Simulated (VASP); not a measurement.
# YAl2: accuracy against cost in the speed settings and smearing

How sensitive are energy and pressure of YAl2 to the speed settings and smearing? The series runs use LDA. The speed settings tried: KPAR = 1, NCORE = 1; KPAR = 1, NCORE = 2; KPAR = 1, NCORE = 8; KPAR = 2, NCORE = 1; KPAR = 2, NCORE = 4; KPAR = 8, NCORE = 1; LREAL = Auto; NSIM = 1; NSIM = 8; ALGO = Fast; ISYM = 0; PREC = Normal; LPLANE = .FALSE.. The smearing tried: ISMEAR = -1, SIGMA = 0.01; ISMEAR = -1, SIGMA = 0.05; ISMEAR = -1, SIGMA = 0.1; ISMEAR = -1, SIGMA = 0.2; ISMEAR = -1, SIGMA = 0.5; ISMEAR = 2, SIGMA = 0.01; ISMEAR = 2, SIGMA = 0.05; ISMEAR = 2, SIGMA = 0.1; ISMEAR = 2, SIGMA = 0.2; ISMEAR = 2, SIGMA = 0.5; ISMEAR = -5. The start is a computed cell from the Materials Project.

Method: LDA; plane waves and PAW (Y_sv, Al), in VASP 6.6.1.

### Step 1. The structure

Symmetry: Fd-3m, No. 227, cubic system. Conventional cell: a = 7.849 Å, b = 7.849 Å, c = 7.849 Å, α = 90.00°, β = 90.00°, γ = 90.00°. Nearest to Y lie 12 Al at 3.25 Å and 4 Y at 3.40 Å. Nearest to Al lie 6 Al at 2.77 Å and 6 Y at 3.25 Å. Farther neighbours are not listed.

Coordinates:

```cif
data_structure
_symmetry_space_group_name_H-M 'Fd-3m:1'
_symmetry_Int_Tables_number 227
_cell_length_a 7.8489
_cell_length_b 7.8489
_cell_length_c 7.8489
_cell_angle_alpha 90.000
_cell_angle_beta 90.000
_cell_angle_gamma 90.000
_cell_volume 483.53
loop_
_atom_site_label
_atom_site_type_symbol
_atom_site_symmetry_multiplicity
_atom_site_Wyckoff_symbol
_atom_site_fract_x
_atom_site_fract_y
_atom_site_fract_z
_atom_site_occupancy
Y1 Y 8 a 0.25000 0.25000 0.25000 1
Al1 Al 16 d 0.37500 0.62500 0.37500 1
```

### Step 2. Speed settings: KPAR = 1, NCORE = 1

KPAR splits the ranks over k-points and NCORE shares a band among ranks; these and NSIM or LPLANE change the time, not the physics, while LREAL, PREC, ALGO and ISYM can move both. LDA, the lowest rung, knows the local density alone.

Contents of INCAR:

```
SYSTEM = YAl2
PREC = Accurate
ENCUT = 400
EDIFF = 1E-06
NELM = 100
ISMEAR = -1
SIGMA = 0.05
LREAL = .FALSE.
ALGO = Normal
GGA = CA
NBANDS = 23
LASPH = .TRUE.
LORBIT = 11
LWAVE = .FALSE.
LCHARG = .FALSE.
KPAR = 1
NCORE = 1
ISIF = 2
```

Contents of POSCAR:

```
YAl2
1.0
    0.0000000000      3.9244367451      3.9244367451
    3.9244367451      0.0000000000      3.9244367451
    3.9244367451      3.9244367451      0.0000000000
Y Al
2 4
Direct
    0.7500000000      0.7500000000      0.7500000000
    0.5000000000      0.5000000000      0.5000000000
    0.1250000000      0.6250000000      0.1250000000
    0.1250000000      0.1250000000      0.6250000000
    0.6250000000      0.1250000000      0.1250000000
    0.1250000000      0.1250000000      0.1250000000
```

Contents of KPOINTS:

```
Automatic mesh
0
Gamma
6 6 6
0 0 0
```

The projector-augmented-wave data sets are Y_sv and Al (PBE family, release 64).

Command:

```bash
$ mpirun -np 8 vasp_std
```

The log of the run:

```text
[banner, memory and clock lines left out]
running    8 mpi-ranks, on    1 nodes
 distrk:  each k-point on    8 cores,    1 groups
 distr:  one band on    1 cores,    8 groups

 POSCAR found type information on POSCAR Y Al
 POSCAR found :  2 types and       6 ions
|                                                                             |
|           W    W    AA    RRRRR   N    N  II  N    N   GGGG   !!!           |
|           W    W   A  A   R    R  NN   N  II  NN   N  G    G  !!!           |
|           W    W  A    A  R    R  N N  N  II  N N  N  G       !!!           |
|           W WW W  AAAAAA  RRRRR   N  N N  II  N  N N  G  GGG   !            |
|           WW  WW  A    A  R   R   N   NN  II  N   NN  G    G                |
|           W    W  A    A  R    R  N    N  II  N    N   GGGG   !!!           |
|                                                                             |
|     For optimal performance we recommend to set                             |
|       NCORE = 2 up to number-of-cores-per-socket                            |
|     NCORE specifies how many cores store one orbital (NPAR=cpu/NCORE).      |
|     This setting can greatly improve the performance of VASP for DFT.       |
|     The default, NCORE=1 might be grossly inefficient on modern             |
|     multi-core architectures or massively parallel machines. Do your        |
|     Unfortunately you need to use the default for GW and RPA                |
|     calculations (for HF NCORE is supported but not extensively tested      |
|     yet).                                                                   |
|                                                                             |

|                                                                             |
|               ----> ADVICE to this user running VASP <----                  |
|                                                                             |
|     You enforced a specific xc type in the INCAR file but a different       |
|     [... a line on the potential file left out ...]
|     I HOPE YOU KNOW WHAT YOU ARE DOING!                                     |
|                                                                             |

 LDA part: xc-table for (Slater(with rela. corr.)+CA(PZ))
 , standard interpolation
|                                                                             |
|           W    W    AA    RRRRR   N    N  II  N    N   GGGG   !!!           |
|           W    W   A  A   R    R  NN   N  II  NN   N  G    G  !!!           |
|           W    W  A    A  R    R  N N  N  II  N N  N  G       !!!           |
|           W WW W  AAAAAA  RRRRR   N  N N  II  N  N N  G  GGG   !            |
|           WW  WW  A    A  R   R   N   NN  II  N   NN  G    G                |
|           W    W  A    A  R    R  N    N  II  N    N   GGGG   !!!           |
|                                                                             |
|     The number of bands has been changed from the values supplied in        |
|     The orbitals not found in the WAVECAR file will be initialized with     |
|     random numbers, which is usually adequate. For correlated               |
|     calculations, however, you should redo the groundstate calculation.     |
|     I found NBANDS = 23. Now, NBANDS = 24.                                  |
|                                                                             |

 POSCAR, INCAR and KPOINTS ok, starting setup
 FFT: planning ... GRIDC
 FFT: planning ... GRID_SOFT
 FFT: planning ... GRID
 WAVECAR not read
 entering main loop
       N       E                     dE             d eps       ncg     rms          rms(c)
DAV:   1     0.108223358662E+03    0.10822E+03   -0.13354E+04   768   0.105E+03
DAV:   2    -0.251128307185E+02   -0.13334E+03   -0.12856E+03   896   0.245E+02
DAV:   3    -0.350793544377E+02   -0.99665E+01   -0.98208E+01  1392   0.432E+01
DAV:   4    -0.354510063148E+02   -0.37165E+00   -0.37129E+00   952   0.923E+00
DAV:   5    -0.354668051518E+02   -0.15799E-01   -0.15798E-01  1232   0.156E+00    0.361E+01
DAV:   6    -0.341402833306E+02    0.13265E+01   -0.39190E+00   896   0.716E+00    0.269E+01
DAV:   7    -0.340770744588E+02    0.63209E-01   -0.13213E+00  1224   0.459E+00    0.689E+00
DAV:   8    -0.340535655852E+02    0.23509E-01   -0.28042E-01   888   0.222E+00    0.752E-01
DAV:   9    -0.340515240779E+02    0.20415E-02   -0.25902E-02   928   0.681E-01    0.327E-01
DAV:  10    -0.340513119337E+02    0.21214E-03   -0.25244E-03  1080   0.293E-01    0.685E-02
DAV:  11    -0.340513029524E+02    0.89813E-05   -0.21935E-04  1008   0.763E-02    0.680E-02
DAV:  12    -0.340513027972E+02    0.15516E-06   -0.53343E-05  1000   0.391E-02    0.352E-02
DAV:  13    -0.340513016847E+02    0.11125E-05   -0.72480E-06   904   0.153E-02    0.450E-03
DAV:  14    -0.340513017090E+02   -0.24232E-07   -0.21378E-07   552   0.256E-03
   1 F= -.34051302E+02 E0= -.34035053E+02  d E =-.324975E-01
```

Wall time 13 s (8 MPI ranks of Intel Xeon Platinum 8259CL at 2.50GHz (Skylake/Cascade Lake), shared host); peak memory 0.98 GiB; 79 s of CPU time.

The logs omit lines about the potential files and the build; timing stands in the text.

OUTCAR, selected parts (step 2):

```text
ion  position               nearest neighbor table
   1  0.750  0.750  0.750-   3 3.25   5 3.25   3 3.25   5 3.25   4 3.25   6 3.25   4 3.25   6 3.25
                             6 3.25   3 3.25   4 3.25   5 3.25   2 3.40   2 3.40   2 3.40   2 3.40
   2  0.500  0.500  0.500-   4 3.25   6 3.25   4 3.25   6 3.25   3 3.25   5 3.25   3 3.25   5 3.25
                             6 3.25   5 3.25   4 3.25   3 3.25   1 3.40   1 3.40   1 3.40   1 3.40
   3  0.125  0.625  0.125-   6 2.77   4 2.77   4 2.77   5 2.77   6 2.77   5 2.77   2 3.25   1 3.25
                             2 3.25   1 3.25   2 3.25   1 3.25
   4  0.125  0.125  0.625-   6 2.77   3 2.77   5 2.77   6 2.77   3 2.77   5 2.77   2 3.25   1 3.25
                             2 3.25   1 3.25   1 3.25   2 3.25
   5  0.625  0.125  0.125-   6 2.77   4 2.77   3 2.77   3 2.77   4 2.77   6 2.77   2 3.25   1 3.25
                             2 3.25   1 3.25   1 3.25   2 3.25
   6  0.125  0.125  0.125-   3 2.77   4 2.77   5 2.77   4 2.77   3 2.77   5 2.77   2 3.25   1 3.25
                             2 3.25   1 3.25   2 3.25   1 3.25

  LATTYP: Found a face centered cubic cell.
 ALAT       =     7.8488734902

 Subroutine GETGRP returns: Found 48 space group operations
 (whereof 24 operations were pure point group operations)

The static configuration has the point symmetry T_d .
 The point group associated with its full space group is O_h .

 Found     16 irreducible k-points:

   k-points           NKPTS =     16   k-points in BZ     NKDIM =     16   number of bands    NBANDS=     24

   dimension x,y,z NGX =    36 NGY =   36 NGZ =   36
   dimension x,y,z NGXF=    72 NGYF=   72 NGZF=   72

   ENCUT  =  400.0 eV  29.40 Ry    5.42 a.u.   9.05  9.05  9.05*2*pi/ulx,y,z

   NELECT =      34.0000    total number of electrons

 k-points in reciprocal lattice and weights: Automatic mesh
   0.00000000  0.00000000  0.00000000       0.005
   0.16666667  0.00000000  0.00000000       0.037
   0.33333333  0.00000000  0.00000000       0.037
   0.50000000  0.00000000  0.00000000       0.019
   0.16666667  0.16666667  0.00000000       0.028
   0.33333333  0.16666667  0.00000000       0.111
   0.50000000  0.16666667  0.00000000       0.111
  -0.33333333  0.16666667  0.00000000       0.111
  -0.16666667  0.16666667  0.00000000       0.056
[...]
-0.33333333  0.33333333  0.16666667       0.111
  -0.33333333  0.50000000  0.16666667       0.056

 average (electrostatic) potential at core
       1 -34.1256       2 -34.1256       3 -73.5948       4 -73.5948       5 -73.5948
       6 -73.5948

 E-fermi :   5.6795

 k-point     1 :       0.0000    0.0000    0.0000
  band No.  band energies     occupation
    ...
     14       3.4160      2.00000
     15       3.4160      2.00000
     16       3.4160      2.00000
     17       3.7303      2.00000
     18       3.7303      2.00000
     19       6.3488      0.00000
     20       8.2716      0.00000
     21       8.2716      0.00000
     22       8.2716      0.00000
     23       9.6144      0.00000
    ...

 k-point     2 :       0.1667    0.0000    0.0000
  band No.  band energies     occupation
    ...
     14       3.6139      2.00000
     15       3.6139      2.00000
     16       4.3614      2.00000
     17       4.3614      2.00000
     18       4.4476      2.00000
     19       7.0387      0.00000
     20       7.7345      0.00000
     21       8.2679      0.00000
     22       8.2679      0.00000
     23       9.1885      0.00000
    ...

 k-point     3 :       0.3333    0.0000    0.0000
  band No.  band energies     occupation
    ...
     14       3.9172      2.00000
     15       3.9172      2.00000
     16       5.2244      1.99978
     17       5.2244      1.99978
     18       5.6536      1.25259
     19       6.8992      0.00000
     20       8.1386      0.00000
     21       8.1386      0.00000
     22       8.3574      0.00000
     23       8.4603      0.00000
    ...

  Total       -2.4540927     -2.4540927     -2.4540927      0.0000000     -0.0000000     -0.0000000
  in kB      -32.5266656    -32.5266656    -32.5266656      0.0000000     -0.0000000     -0.0000000
  external PRESSURE =     -32.5266656 kB  Pullay stress =       0.0000000 kB

  energy-cutoff  :      400.00
  volume of cell :      120.88
      direct lattice vectors                 reciprocal lattice vectors
     0.000000000  3.924436745  3.924436745    -0.127406818  0.127406818  0.127406818
     3.924436745  0.000000000  3.924436745     0.127406818 -0.127406818  0.127406818
     3.924436745  3.924436745  0.000000000     0.127406818  0.127406818 -0.127406818

 POSITION                                       TOTAL-FORCE (eV/Angst)
 -----------------------------------------------------------------------------------
      5.88666      5.88666      5.88666        -0.000000      0.000000     -0.000000
      3.92444      3.92444      3.92444         0.000000     -0.000000      0.000000
      2.94333      0.98111      2.94333        -0.000000      0.000000      0.000000
      2.94333      2.94333      0.98111        -0.000000      0.000000      0.000000
      0.98111      2.94333      2.94333        -0.000000      0.000000      0.000000
      0.98111      0.98111      0.98111        -0.000000      0.000000      0.000000
 -----------------------------------------------------------------------------------
    total drift:                                0.000000      0.000000      0.000000

  FREE ENERGIE OF THE ION-ELECTRON SYSTEM (eV)
  ---------------------------------------------------
  free  energy   TOTEN  =       -34.0513017090 eV

  energy  without entropy=      -34.0188042310  energy(sigma->0) =      -34.03505297

 total charge
# of ion       s       p       d       f       tot
--------------------------------------------------
    1        2.202   6.325   1.097   0.021   9.645
    2        2.202   6.325   1.097   0.021   9.645
    3        0.410   0.386   0.000   0.000   0.796
    4        0.410   0.386   0.000   0.000   0.796
    5        0.410   0.386   0.000   0.000   0.796
    6        0.410   0.386   0.000   0.000   0.796
--------------------------------------------------
tot          6.043  14.195   2.195   0.041  22.474

[... 3 further parts left out ...]
```

The k-mesh is coarse for a metal. The PAW data sets were made with PBE, though LDA sets exist; this is a small mismatch.

Numbers from this step:

| Item | Value |
| --- | --- |
| electronic steps | 14 |
| electrons | 34 |
| bands | 24 |
| irreducible k points | 16 |
| symmetry operations | 48 |
| free energy (TOTEN) | -34.05 eV |
| energy at zero smearing | -34.04 eV |
| Fermi energy | 5.679 eV |
| pressure | -3.253 GPa |
| metallic | yes |

The series starts at -5.6725 eV an atom and -3.25 GPa, after 14 cycles in 13 s.

### Step 3. Speed settings: KPAR = 1, NCORE = 2

Edit INCAR of step 2 so:

```diff
@@ -16,3 +16,3 @@
 KPAR = 1
-NCORE = 1
+NCORE = 2
 ISIF = 2
```

POSCAR is that of step 2.

KPOINTS is that of step 2.

Command:

```bash
$ mpirun -np 8 vasp_std
```

The log of the run:

```text
[banner, memory and clock lines left out]
running    8 mpi-ranks, on    1 nodes
[...]
[... a notice as in an earlier step ...]

 LDA part: xc-table for (Slater(with rela. corr.)+CA(PZ))
 , standard interpolation
 [... a notice as in an earlier step ...]

 POSCAR, INCAR and KPOINTS ok, starting setup
[...]
entering main loop
       N       E                     dE             d eps       ncg     rms          rms(c)
[... 1 cycle as in an earlier step ...]
DAV:   2    -0.251128307186E+02   -0.13334E+03   -0.12856E+03   896   0.245E+02
DAV:   3    -0.350793544376E+02   -0.99665E+01   -0.98208E+01  1392   0.432E+01
DAV:   4    -0.354510063149E+02   -0.37165E+00   -0.37129E+00   952   0.923E+00
DAV:   5    -0.354668051521E+02   -0.15799E-01   -0.15798E-01  1232   0.156E+00    0.361E+01
[...]
DAV:  12    -0.340513027973E+02    0.15584E-06   -0.53343E-05  1000   0.391E-02    0.352E-02
DAV:  13    -0.340513016847E+02    0.11126E-05   -0.72480E-06   904   0.153E-02    0.450E-03
DAV:  14    -0.340513017090E+02   -0.24306E-07   -0.21378E-07   552   0.256E-03
   1 F= -.34051302E+02 E0= -.34035053E+02  d E =-.324975E-01
```

The job ended after 12 s (8 MPI ranks; peak memory 0.93 GiB).

OUTCAR, selected parts (step 3):

```text
  Total       -2.4540927     -2.4540927     -2.4540927      0.0000000      0.0000000      0.0000000
  in kB      -32.5266659    -32.5266659    -32.5266659      0.0000000      0.0000000      0.0000000
  external PRESSURE =     -32.5266659 kB  Pullay stress =       0.0000000 kB

 POSITION                                       TOTAL-FORCE (eV/Angst)
 -----------------------------------------------------------------------------------
      5.88666      5.88666      5.88666        -0.000000     -0.000000     -0.000000
      3.92444      3.92444      3.92444         0.000000      0.000000      0.000000
      2.94333      0.98111      2.94333        -0.000000     -0.000000     -0.000000
      2.94333      2.94333      0.98111        -0.000000     -0.000000     -0.000000
      0.98111      2.94333      2.94333        -0.000000     -0.000000     -0.000000
      0.98111      0.98111      0.98111        -0.000000     -0.000000     -0.000000
 -----------------------------------------------------------------------------------
    total drift:                                0.000000      0.000000      0.000000

  energy  without entropy=      -34.0188042311  energy(sigma->0) =      -34.03505297

[... 3 parts as in an earlier step ...]

[... 1 further part left out ...]
[key lines of the parts left out:]
E-fermi :   5.6795
```

Against the first of the series the energy stays within 0.01 meV an atom and the pressure within 0.01 GPa, after 14 cycles in 12 s.

### Step 4. Speed settings: KPAR = 1, NCORE = 8

Edit INCAR of step 3 so:

```diff
@@ -16,3 +16,3 @@
 KPAR = 1
-NCORE = 2
+NCORE = 8
 ISIF = 2
```

POSCAR is that of step 3.

KPOINTS is that of step 3.

Command:

```bash
$ mpirun -np 8 vasp_std
```

The log of the run:

```text
[banner, memory and clock lines left out]
running    8 mpi-ranks, on    1 nodes
[...]
[... a notice as in an earlier step ...]

 [... a notice as in an earlier step ...]

 LDA part: xc-table for (Slater(with rela. corr.)+CA(PZ))
 , standard interpolation
 POSCAR, INCAR and KPOINTS ok, starting setup
[...]
entering main loop
       N       E                     dE             d eps       ncg     rms          rms(c)
DAV:   1     0.100227572336E+03    0.10023E+03   -0.13417E+04   736   0.110E+03
DAV:   2    -0.256392001742E+02   -0.12587E+03   -0.12214E+03   863   0.245E+02
DAV:   3    -0.350648230643E+02   -0.94256E+01   -0.93153E+01  1314   0.429E+01
DAV:   4    -0.354530862696E+02   -0.38826E+00   -0.38760E+00   923   0.944E+00
[...]
DAV:  11    -0.340513035894E+02    0.66328E-05   -0.23445E-04   954   0.783E-02    0.770E-02
DAV:  12    -0.340513023722E+02    0.12172E-05   -0.53336E-05   951   0.400E-02    0.266E-02
DAV:  13    -0.340513016887E+02    0.68347E-06   -0.46030E-06   786   0.124E-02
   1 F= -.34051302E+02 E0= -.34035053E+02  d E =-.324970E-01
```

Run time: 13 s. Hardware: 8 MPI ranks; peak memory 0.88 GiB.

Parts of OUTCAR (step 4):

```text
  Total       -2.4532911     -2.4532911     -2.4532911      0.0000000     -0.0000000     -0.0000000
  in kB      -32.5160416    -32.5160416    -32.5160416      0.0000000     -0.0000000     -0.0000000
  external PRESSURE =     -32.5160416 kB  Pullay stress =       0.0000000 kB

 POSITION                                       TOTAL-FORCE (eV/Angst)
 -----------------------------------------------------------------------------------
      5.88666      5.88666      5.88666        -0.000000      0.000000     -0.000000
      3.92444      3.92444      3.92444         0.000000     -0.000000      0.000000
      2.94333      0.98111      2.94333         0.000000      0.000000      0.000000
      2.94333      2.94333      0.98111         0.000000      0.000000      0.000000
      0.98111      2.94333      2.94333         0.000000      0.000000      0.000000
      0.98111      0.98111      0.98111         0.000000      0.000000      0.000000
 -----------------------------------------------------------------------------------
    total drift:                                0.000000      0.000000      0.000000

  FREE ENERGIE OF THE ION-ELECTRON SYSTEM (eV)
  ---------------------------------------------------
  free  energy   TOTEN  =       -34.0513016887 eV

  energy  without entropy=      -34.0188046764  energy(sigma->0) =      -34.03505318

[... 1 part as in an earlier step ...]

[... 2 further parts left out ...]
[key lines of the parts left out:]
E-fermi :   5.6795
```

Against the first of the series the energy stays within 0.01 meV an atom and the pressure within 0.01 GPa, after 13 cycles in 13 s.

[end of part 1 of 5]

[Lines on the potential files, build, host, timing and source positions are cut from VASP's logs without a mark.]

[Logs are printed without paths, hosts, clocks, repeated set-up lines and the standing remarks that a program may print on its own settings, such as how far it seeks lower states.]

[Hosts, paths, dates, database ids (printed as entryN), source tags and the programs' standing remarks are cut or masked in the printed files.]

[A measured line is paired with the nearest computed mode of its activity, which favours agreement.]
